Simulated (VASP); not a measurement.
```
CELL_PARAMETERS angstrom
      1.78562    -3.09278     0.00000
      1.78562     3.09278     0.00000
      0.00000     0.00000     6.66275
ATOMIC_POSITIONS crystal
  Pt 0.00000 0.00000 0.00000
  S  0.33333 0.66667 0.18312
  S  0.66667 0.33333 0.81688
```

All values below come from AM05 GGA, VASP's PBE PAW potentials (set 64) (plane waves; VASP 6.6.1). Numerical set-up: 520 eV cut-off, 7×7×4 Γ-centred mesh, Gaussian smearing of 0.050 eV, potentials Pt S.

Without a dispersion term in the relaxation, distances and binding between the weakly bound layers, chains or molecules are unreliable, and so is what depends on them.

Problem. The ions and cell shape at fixed volume are relaxed. What does this cell relax into?

Solution. 
```
CELL_PARAMETERS angstrom
      1.76676    -3.06012     0.00000
      1.76676     3.06012     0.00000
      0.00000     0.00000     6.80575
ATOMIC_POSITIONS crystal
  Pt 0.00000 0.00000 0.00000
  S  0.33333 0.66667 0.17766
  S  0.66667 0.33333 0.82234
```
Space group P-3m1 (164), at a tolerance of 0.03 Å.

Problem. How much energy does the relaxation gain?

Solution. The energy (σ→0) changes by -7.4 meV/atom, in 6 ionic steps.

```csv
step,E(σ→0) (eV),max force (eV/Å),pressure (GPa),volume (Å³)
1,-16.2371,0.413,-3.03,73.59
2,-16.2529,0.181,-1.57,73.59
3,-16.2580,0.044,-0.17,73.59
4,-16.2580,0.055,-0.09,73.59
5,-16.2591,0.023,0.02,73.59
6,-16.2594,0.001,0.09,73.59
```

The compound is PtS2 in the 1T layered structure. This cell is one point of a volume scan, at 1.03 of the reference volume. Symmetry was kept, so distortions that lower it aren't found.
